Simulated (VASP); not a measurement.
## A VASP study of BaZrO3 (r2SCAN): structure first, properties next

How well does r2SCAN reproduce what experiment finds for BaZrO3? The cell is relaxed first, and properties follow on it. The steps: relaxing cell and atoms (r2SCAN), second relaxation, single point with fields (r2SCAN), bands along the symmetry lines (r2SCAN), density of states (r2SCAN), zone-centre phonons (r2SCAN) and optical spectrum (r2SCAN). The start is a cell from a database of measured crystal structures.

Calculated with VASP 6.6.1; r2SCAN; plane waves and PAW (Ba_sv, Zr_sv, O).

The experiments to compare with:

For BaZrO3, cubic perovskite (solid-state synthesised powder, 300 K), “EXAFS study of lead-free relaxor ferroelectric BaTi(1-x)Zr(x)O3 at the Zr K-edge” (2006, arxiv:cond-mat/0602127) gives, by X-ray diffraction: lattice constant a (cubic cell parameter) 4.192 ± 0.001 Å.

For BaZrO3, cubic perovskite (polycrystalline, earlier work), “Lattice dynamics and Raman spectrum of BaZrO3 single crystals” (2019, arxiv:1907.02008) quotes earlier work: infrared mode (TO1 at Gamma, T1u) 116 cm⁻¹ [Literature IR value quoted for comparison; temperature and sample not stated in passage]; infrared mode (TO2 at Gamma, T1u) 214 cm⁻¹ [Literature IR value quoted for comparison; temperature and sample not stated in passage]; infrared mode (TO3 at Gamma, T1u) 520 cm⁻¹ [Literature IR value quoted for comparison; temperature and sample not stated in passage].

## 1. The starting structure

Before any relaxation, the start is as follows. It takes space group Pm-3m (No. 221, cubic). The conventional cell has a = 4.191 Å, b = 4.191 Å, c = 4.191 Å, α = 90.00°, β = 90.00°, γ = 90.00°. Nearest to Ba lie 12 O at 2.96 Å. Zr has 6 O at 2.10 Å nearest. Nearest to O lie 2 Zr at 2.10 Å and 4 Ba at 2.96 Å. Farther neighbours and most contacts between anions are not listed.

## 2. Relaxing cell and atoms (r2SCAN)

The start need not lie at this functional's minimum. ISIF = 3 frees volume, shape and positions, and EDIFFG sets the threshold on forces and stress at which the search stops. r2SCAN adds the kinetic-energy density, costs more than a GGA and is run with LASPH.

The input, INCAR:

```
SYSTEM = BaZrO3
PREC = Accurate
ENCUT = 520
EDIFF = 1E-06
NELM = 100
ISMEAR = 0
SIGMA = 0.05
LREAL = .FALSE.
ALGO = Normal
METAGGA = R2SCAN
LASPH = .TRUE.
NBANDS = 26
LORBIT = 11
LWAVE = .FALSE.
LCHARG = .FALSE.
KPAR = 4
IBRION = 2
NSW = 60
ISIF = 3
EDIFFG = -0.01
```

The input, POSCAR:

```
BaZrO3
1.0
    4.1913400000      0.0000000000      0.0000000000
    0.0000000000      4.1913400000      0.0000000000
    0.0000000000      0.0000000000      4.1913400000
Ba Zr O
1 1 3
Direct
    0.0000000000      0.0000000000      0.0000000000
    0.5000000000      0.5000000000      0.5000000000
    0.0000000000      0.5000000000      0.5000000000
    0.5000000000      0.0000000000      0.5000000000
    0.5000000000      0.5000000000      0.0000000000
```

The input, KPOINTS:

```
Automatic mesh
0
Gamma
6 6 6
0 0 0
```

Potentials, in the order of the species: Ba_sv, Zr_sv and O (PBE family, release 64).

Launch:

```console
$ mpirun -np 4 vasp_std
```

The log of the run:

```text
[banner, memory and clock lines left out]
running    4 mpi-ranks, on    1 nodes
 distrk:  each k-point on    1 cores,    4 groups
 distr:  one band on    1 cores,    1 groups

 POSCAR found type information on POSCAR BaZrO
 POSCAR found :  3 types and       5 ions
|                                                                             |
|               ----> ADVICE to this user running VASP <----                  |
|                                                                             |
|     You enforced a specific xc type in the INCAR file but a different       |
|     [... a line on the potential file left out ...]
|     I HOPE YOU KNOW WHAT YOU ARE DOING!                                     |
|                                                                             |

 LDA part: xc-table for (None), standard interpolation
 POSCAR, INCAR and KPOINTS ok, starting setup
 FFT: planning ... GRIDC
 FFT: planning ... GRID_SOFT
 FFT: planning ... GRID
 WAVECAR not read
 entering main loop
       N       E                     dE             d eps       ncg     rms          rms(c)
DAV:   1     0.277313446659E+03    0.27731E+03   -0.22788E+04  1040   0.156E+03
DAV:   2    -0.842788426388E+02   -0.36159E+03   -0.35327E+03  1292   0.382E+02
DAV:   3    -0.106544354507E+03   -0.22266E+02   -0.22206E+02  1730   0.894E+01
DAV:   4    -0.107187152782E+03   -0.64280E+00   -0.64142E+00  1446   0.119E+01
DAV:   5    -0.107200535879E+03   -0.13383E-01   -0.13381E-01  1534   0.135E+00    0.298E+01
DAV:   6    -0.846856535379E+02    0.22515E+02   -0.25077E+01  1352   0.378E+01    0.105E+01
DAV:   7    -0.850529424465E+02   -0.36729E+00   -0.20167E+00  1392   0.882E+00    0.553E+00
DAV:   8    -0.851645688739E+02   -0.11163E+00   -0.10192E+00  1138   0.649E+00    0.191E+00
DAV:   9    -0.850941403037E+02    0.70429E-01   -0.33210E-01  1166   0.318E+00    0.363E-01
DAV:  10    -0.850961296663E+02   -0.19894E-02   -0.11641E-02  1430   0.737E-01    0.225E-01
DAV:  11    -0.850968168574E+02   -0.68719E-03   -0.10572E-02  1202   0.588E-01    0.189E-01
DAV:  12    -0.850963978832E+02    0.41897E-03   -0.14995E-03  1150   0.233E-01    0.478E-02
DAV:  13    -0.850963713459E+02    0.26537E-04   -0.16236E-04  1366   0.696E-02    0.863E-03
DAV:  14    -0.850963722670E+02   -0.92109E-06   -0.84355E-06  1446   0.182E-02
   1 F= -.85096372E+02 E0= -.85096372E+02  d E =-.850964E+02
 curvature:   0.00 expect dE= 0.000E+00 dE for cont linesearch  0.000E+00
 trial: gam= 0.00000 g(F)=  0.000E+00 g(S)=  0.455E-01 ort = 0.000E+00 (trialstep = 0.100E+01)
 search vector abs. value=  0.455E-01
 bond charge predicted
       N       E                     dE             d eps       ncg     rms          rms(c)
DAV:   1    -0.853535320725E+02   -0.25716E+00   -0.93554E+00  1090   0.250E+01    0.532E+00
DAV:   2    -0.851412835254E+02    0.21225E+00   -0.10494E+00  1236   0.646E+00    0.207E+00
DAV:   3    -0.850933270298E+02    0.47956E-01   -0.10026E-01  1262   0.244E+00    0.529E-01
DAV:   4    -0.850894654186E+02    0.38616E-02   -0.46415E-02  1626   0.114E+00    0.409E-01
DAV:   5    -0.850904281943E+02   -0.96278E-03   -0.13116E-03  1334   0.253E-01    0.192E-01
DAV:   6    -0.850911670086E+02   -0.73881E-03   -0.22621E-03  1538   0.241E-01    0.278E-02
DAV:   7    -0.850911751072E+02   -0.80986E-05   -0.12523E-04  1248   0.776E-02    0.265E-02
DAV:   8    -0.850911732785E+02    0.18287E-05   -0.28702E-05  1308   0.346E-02    0.510E-03
DAV:   9    -0.850911734025E+02   -0.12395E-06   -0.17597E-06   798   0.939E-03
   2 F= -.85091173E+02 E0= -.85091173E+02  d E =0.519886E-02
 trial-energy change:    0.005199  1 .order    0.004430   -0.045513    0.054372
 step:   0.4442(harm=  0.4557)  dis= 0.00000  next Energy=   -85.106414 (dE=-0.100E-01)
 bond charge predicted
       N       E                     dE             d eps       ncg     rms          rms(c)
DAV:   1    -0.851905956836E+02   -0.99422E-01   -0.29046E+00  1092   0.139E+01    0.300E+00
DAV:   2    -0.851211025440E+02    0.69493E-01   -0.31212E-01  1164   0.358E+00    0.113E+00
DAV:   3    -0.851067023780E+02    0.14400E-01   -0.30860E-02  1410   0.138E+00    0.261E-01
DAV:   4    -0.851056946895E+02    0.10077E-02   -0.10338E-02  1720   0.559E-01    0.226E-01
DAV:   5    -0.851060685519E+02   -0.37386E-03   -0.44154E-04  1462   0.145E-01    0.828E-02
DAV:   6    -0.851062785160E+02   -0.20996E-03   -0.58882E-04  1498   0.116E-01    0.214E-02
DAV:   7    -0.851062903160E+02   -0.11800E-04   -0.14982E-05  1242   0.272E-02    0.106E-02
DAV:   8    -0.851062971691E+02   -0.68531E-05   -0.33232E-06  1112   0.118E-02    0.160E-03
DAV:   9    -0.851062970659E+02    0.10320E-06   -0.29808E-07   598   0.396E-03
   3 F= -.85106297E+02 E0= -.85106297E+02  d E =-.992480E-02
 curvature:  -0.23 expect dE=-0.674E-07 dE for cont linesearch -0.674E-07
 trial: gam= 0.00000 g(F)=  0.193E-64 g(S)=  0.296E-06 ort =-0.116E-03 (trialstep = 0.889E+00)
 search vector abs. value=  0.296E-06
 reached required accuracy - stopping structural energy minimisation
```

Elapsed: 35 s, on 4 MPI ranks of Intel Xeon 6975P-C (Granite Rapids), shared host; peak memory 0.83 GiB.

The logs omit lines about the potential files and the build; timing stands in the text.

Parts of OUTCAR (step 2):

```text
ion  position               nearest neighbor table
   1  0.000  0.000  0.000-   3 2.96   4 2.96   5 2.96   3 2.96   4 2.96   3 2.96   5 2.96   3 2.96
                             4 2.96   5 2.96   4 2.96   5 2.96   2 3.63   2 3.63   2 3.63   2 3.63
   2  0.500  0.500  0.500-   3 2.10   4 2.10   5 2.10   5 2.10   4 2.10   3 2.10   1 3.63   1 3.63
                             1 3.63   1 3.63   1 3.63   1 3.63   1 3.63   1 3.63
   3  0.000  0.500  0.500-   2 2.10   2 2.10   1 2.96   1 2.96   1 2.96   1 2.96
   4  0.500  0.000  0.500-   2 2.10   2 2.10   1 2.96   1 2.96   1 2.96   1 2.96
   5  0.500  0.500  0.000-   2 2.10   2 2.10   1 2.96   1 2.96   1 2.96   1 2.96

  LATTYP: Found a simple cubic cell.
 ALAT       =     4.1913400000

 Subroutine GETGRP returns: Found 48 space group operations
 (whereof 48 operations were pure point group operations)

The static configuration has the point symmetry O_h .

 Found     20 irreducible k-points:

   k-points           NKPTS =     20   k-points in BZ     NKDIM =     20   number of bands    NBANDS=     26

   dimension x,y,z NGX =    32 NGY =   32 NGZ =   32
   dimension x,y,z NGXF=    64 NGYF=   64 NGZF=   64

   ENCUT  =  520.0 eV  38.22 Ry    6.18 a.u.   7.79  7.79  7.79*2*pi/ulx,y,z

   NELECT =      40.0000    total number of electrons

 k-points in reciprocal lattice and weights: Automatic mesh
   0.00000000  0.00000000  0.00000000       0.005
   0.16666667  0.00000000  0.00000000       0.028
   0.33333333  0.00000000  0.00000000       0.028
   0.50000000  0.00000000  0.00000000       0.014
   0.16666667  0.16666667  0.00000000       0.056
   0.33333333  0.16666667  0.00000000       0.111
   0.50000000  0.16666667  0.00000000       0.056
   0.33333333  0.33333333  0.00000000       0.056
   0.50000000  0.33333333  0.00000000       0.056
[...]
0.50000000  0.50000000  0.33333333       0.028
   0.50000000  0.50000000  0.50000000       0.005

 average (electrostatic) potential at core
       1 -38.9311       2 -83.7514       3 -73.0780       4 -73.0780       5 -73.0780

 E-fermi :   3.6381

 k-point     1 :       0.0000    0.0000    0.0000
  band No.  band energies     occupation
    ...
     16       2.3814      2.00000
     17       2.3814      2.00000
     18       3.1100      2.00000
     19       3.1100      2.00000
     20       3.1100      2.00000
     21       7.0345      0.00000
     22       7.0345      0.00000
     23       7.0345      0.00000
     24       8.5168      0.00000
     25       8.5168      0.00000
    ...

 k-point     2 :       0.1667    0.0000    0.0000
  band No.  band energies     occupation
    ...
     16       2.1535      2.00000
     17       2.1972      2.00000
     18       2.4923      2.00000
     19       3.0222      2.00000
     20       3.0222      2.00000
     21       7.1276      0.00000
     22       7.6185      0.00000
     23       7.6185      0.00000
     24       8.9395      0.00000
     25       8.9703      0.00000
    ...

 k-point     3 :       0.3333    0.0000    0.0000
  band No.  band energies     occupation
    ...
     16       1.7986      2.00000
     17       1.8321      2.00000
     18       1.8726      2.00000
     19       2.9068      2.00000
     20       2.9068      2.00000
     21       7.3382      0.00000
     22       8.8078      0.00000
     23       8.8078      0.00000
     24       9.8084      0.00000
     25       9.9914      0.00000
    ...

  Total       -0.0031986     -0.0031986     -0.0031986      0.0000000     -0.0000000     -0.0000000
  in kB       -0.0684896     -0.0684896     -0.0684896      0.0000000     -0.0000000     -0.0000000
  external PRESSURE =      -0.0684896 kB  Pullay stress =       0.0000000 kB

  energy-cutoff  :      520.00
  volume of cell :       74.82
      direct lattice vectors                 reciprocal lattice vectors
     4.213867413  0.000000000  0.000000000     0.237311691  0.000000000 -0.000000000
    -0.000000000  4.213867413 -0.000000000    -0.000000000  0.237311691  0.000000000
     0.000000000 -0.000000000  4.213867413    -0.000000000  0.000000000  0.237311691

 POSITION                                       TOTAL-FORCE (eV/Angst)
 -----------------------------------------------------------------------------------
      0.00000      0.00000      0.00000        -0.000000      0.000000      0.000000
      2.10693      2.10693      2.10693         0.000000     -0.000000      0.000000
     -0.00000      2.10693      2.10693         0.000000     -0.000000      0.000000
      2.10693     -0.00000      2.10693        -0.000000     -0.000000      0.000000
      2.10693      2.10693      0.00000        -0.000000      0.000000      0.000000
 -----------------------------------------------------------------------------------
    total drift:                                0.000000     -0.000000     -0.000000

  FREE ENERGIE OF THE ION-ELECTRON SYSTEM (eV)
  ---------------------------------------------------
  free  energy   TOTEN  =       -85.1062970659 eV

  energy  without entropy=      -85.1062970659  energy(sigma->0) =      -85.10629707

 reached required accuracy - stopping structural energy minimisation

 total charge
# of ion       s       p       d       tot
------------------------------------------
    1        2.010   5.646   0.240   7.897
    2        2.188   6.080   1.340   9.607
    3        1.565   3.509   0.000   5.073
    4        1.565   3.509   0.000   5.073
    5        1.565   3.509   0.000   5.073
--------------------------------------------------
tot          8.892  22.252   1.580  32.724

[... 3 further parts left out ...]
```

The gap is read on the k-mesh alone, so it is an upper bound where the band edges lie off the mesh. Harder data sets than Ba_sv exist (the GW ones), and pressures, volumes and forces can shift noticeably with them. The PAW data sets were made with PBE, which is usual practice but a small mismatch for other functionals. The run keeps the 48 symmetry operations of its start, so it cannot find a distortion of lower symmetry.

The steps of the relaxation:

```tsv
step	energy less that of the first step (eV)	largest force (eV/Å)	pressure (GPa)	volume (Å³)
1	0.0000	0.0000	2.73	73.63
2	0.0052	0.0000	-3.14	76.34
3	-0.0099	0.0000	-0.01	74.82
```

```tsv
conventional cell, symmetrised	before	after	change
a (Å)	4.191	4.214	+0.5 %
b (Å)	4.191	4.214	+0.5 %
c (Å)	4.191	4.214	+0.5 %
volume (Å³/atom)	14.73	14.96	+1.6 %
```

The relaxed structure:

```xyz
5
Lattice="4.2139 0.0000 0.0000 0.0000 4.2139 0.0000 0.0000 0.0000 4.2139" Properties=species:S:1:pos:R:3 pbc="T T T"
Ba    0.0000    0.0000    0.0000
Zr    2.1069    2.1069    2.1069
O     0.0000    2.1069    2.1069
O     2.1069    0.0000    2.1069
O     2.1069    2.1069    0.0000
```

Numbers from this step:

| Quantity | Value |
| --- | --- |
| electrons | 40 |
| bands | 26 |
| irreducible k-points | 20 |
| symmetry operations | 48 |
| free energy (TOTEN) | -85.1063 eV |
| Fermi energy | 3.638 eV |
| pressure | -0.006849 GPa |
| metallic | no |
| valence top at k | 0.5, 0.5, 0.5 |
| conduction bottom at k | 0, 0, 0 |
| least direct gap at k | 0, 0, 0 |
| SCF cycles over all ionic steps | 32 |
| gap on the k-mesh | 3.663 eV |
| least direct gap on the k-mesh | 3.925 eV |

It ends with forces that vanish by symmetry and a pressure of -0.01 GPa. The volume lies +1.6 % from that of the database's start.

(Part 1 of 5 ends here.)

[Lines on the potential files, build, host, timing and source positions are cut from VASP's logs without a mark.]

[Logs are printed without paths, hosts, clocks, repeated set-up lines and the standing remarks that a program may print on its own settings, such as how far it seeks lower states.]

[Hosts, paths, dates, database ids (printed as entryN), source tags and the programs' standing remarks are cut or masked in the printed files.]

[Measured values are set beside computed ones only where the two were judged alike; some that the calculation misses by far are left out.]

[In band tables of VASP the shares of atoms and orbitals are scaled to a sum of 1 inside the atoms' spheres.]
